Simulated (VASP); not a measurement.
These are PBE GGA, VASP's PBE PAW potentials (set 64) (plane waves; VASP) values and carry that method's errors.

VASP input:

POSCAR:
```
LaC
1
    3.7404127696    -0.0000000000     0.0000000000
   -1.8702063848     3.2392925835     0.0000000000
    0.0000000000     0.0000000000     6.5494673064
La C
2 2
Direct
  1.0000000000   0.0000000000   1.0000000000
  0.0000000000   0.0000000000   0.5000000000
  0.3333330000   0.6666670000   0.2500000000
  0.6666670000   0.3333330000   0.7500000000
```

**INCAR**
```
! general
SYSTEM =LaC
PREC   =Accurate
ENCUT  =520
LREAL  =F
LASPH  =T

! electronic loop
EDIFF  =1E-7
NELM   =100
ALGO   =Normal
LMAXMIX=6

! smearing
ISMEAR =-5

! functional
GGA    =PE

! ions
ISIF   =2

! output
LWAVE  =F
LCHARG =T
LORBIT =11
NEDOS  =601

! other
LEFG   =T
```

File KPOINTS:
```
Automatic mesh
0
Gamma
11 11 5
0 0 0
```

POTCAR, in this order: La C (PBE.64 set). Program: vasp_std.

The run wrote:

OSZICAR:
```
       N       E                     dE             d eps       ncg     rms          rms(c)
DAV:   1     0.319283549605E+03    0.31928E+03   -0.10979E+04  1832   0.228E+03
DAV:   2     0.272904531483E+02   -0.29199E+03   -0.28745E+03  3056   0.377E+02
DAV:   3    -0.240505963688E+02   -0.51341E+02   -0.50992E+02  3078   0.215E+02
DAV:   4    -0.277608029771E+02   -0.37102E+01   -0.35945E+01  3416   0.470E+01
DAV:   5    -0.281713391358E+02   -0.41054E+00   -0.39077E+00  3213   0.166E+01    0.834E+00
DAV:   6    -0.261139317880E+02    0.20574E+01   -0.17831E+01  3269   0.222E+01    0.420E+00
DAV:   7    -0.261004174871E+02    0.13514E-01   -0.13936E+00  3080   0.118E+01    0.212E+00
DAV:   8    -0.261147935944E+02   -0.14376E-01   -0.15172E-01  3200   0.401E+00    0.570E-01
DAV:   9    -0.261165075582E+02   -0.17140E-02   -0.20800E-02  3648   0.122E+00    0.251E-01
DAV:  10    -0.261166717738E+02   -0.16422E-03   -0.34750E-03  2888   0.739E-01    0.676E-02
DAV:  11    -0.261167231949E+02   -0.51421E-04   -0.28168E-04  3200   0.199E-01    0.287E-02
DAV:  12    -0.261167428158E+02   -0.19621E-04   -0.33990E-05  3328   0.662E-02    0.840E-03
DAV:  13    -0.261167397261E+02    0.30897E-05   -0.51488E-06  3584   0.172E-02    0.195E-03
DAV:  14    -0.261167402240E+02   -0.49788E-06   -0.29075E-07  2024   0.639E-03    0.112E-03
DAV:  15    -0.261167411618E+02   -0.93780E-06   -0.12640E-07  1400   0.567E-03    0.281E-04
DAV:  16    -0.261167413123E+02   -0.15045E-06   -0.48109E-08  1344   0.455E-03    0.133E-04
DAV:  17    -0.261167414115E+02   -0.99279E-07   -0.35461E-08  1344   0.428E-03
   1 F= -.26116741E+02 E0= -.26116741E+02  d E =0.000000E+00
```

File OUTCAR:
```
------------------------ aborting loop because EDIFF is reached ----------------------------------------
  FORCE on cell =-STRESS in cart. coord.  units (eV):
  Direction    XX          YY          ZZ          XY          YZ          ZX
  --------------------------------------------------------------------------------------
  Total        0.0862246      0.0862246      0.3707988      0.0000000     -0.0000000      0.0000000
  in kB        1.7408697      1.7408698      7.4864041      0.0000000     -0.0000000      0.0000000
  external PRESSURE =       3.6560478 kB  Pullay stress =       0.0000000 kB
  volume of cell :       79.36
      direct lattice vectors                 reciprocal lattice vectors
     3.740412770  0.000000000  0.000000000     0.267350173  0.154354689  0.000000000
    -1.870206385  3.239292584  0.000000000     0.000000000  0.308709378  0.000000000
     0.000000000  0.000000000  6.549467306     0.000000000  0.000000000  0.152684173
 POSITION                                       TOTAL-FORCE (eV/Angst)
 -----------------------------------------------------------------------------------
      0.00000      0.00000      0.00000        -0.000000      0.000000      0.000000
      0.00000      0.00000      3.27473        -0.000000      0.000000      0.000000
     -0.00000      2.15953      1.63737         0.000000     -0.000000      0.000000
      1.87021      1.07976      4.91210        -0.000000      0.000000      0.000000
 -----------------------------------------------------------------------------------
    total drift:                               -0.000000      0.000000      0.000000
  FREE ENERGIE OF THE ION-ELECTRON SYSTEM (eV)
  ---------------------------------------------------
  free  energy   TOTEN  =       -26.1167414115 eV

  energy  without entropy=      -26.1167414115  energy(sigma->0) =      -26.11674141

 total charge

# of ion       s       p       d       f       tot
--------------------------------------------------
    1        2.040   5.625   0.795   0.189   8.649
    2        2.040   5.625   0.795   0.189   8.649
    3        0.921   1.303   0.000   0.000   2.225
    4        0.921   1.303   0.000   0.000   2.225
--------------------------------------------------
tot          5.923  13.856   1.590   0.378  21.748

 Electric field gradients after diagonalization (V/A^2)
 (convention: |V_zz| > |V_xx| > |V_yy|)
----------------------------------------------------------------------
 ion       V_xx      V_yy      V_zz     asymmetry (V_yy - V_xx)/ V_zz
----------------------------------------------------------------------
   1     -72.635   -72.633   145.268       0.000
   2     -72.635   -72.633   145.268       0.000
   3       4.963     4.963    -9.927       0.000
   4       4.963     4.963    -9.927       0.000
```
(Selected blocks of OUTCAR.)

For a metal the tetrahedron method with Blöchl corrections gives inexact stress and forces.

The structure was generated: LaC was put into the NiAs type type (P6_3/mmc), which need not be its known phase. It was relaxed first, which changed the volume by -28 %.
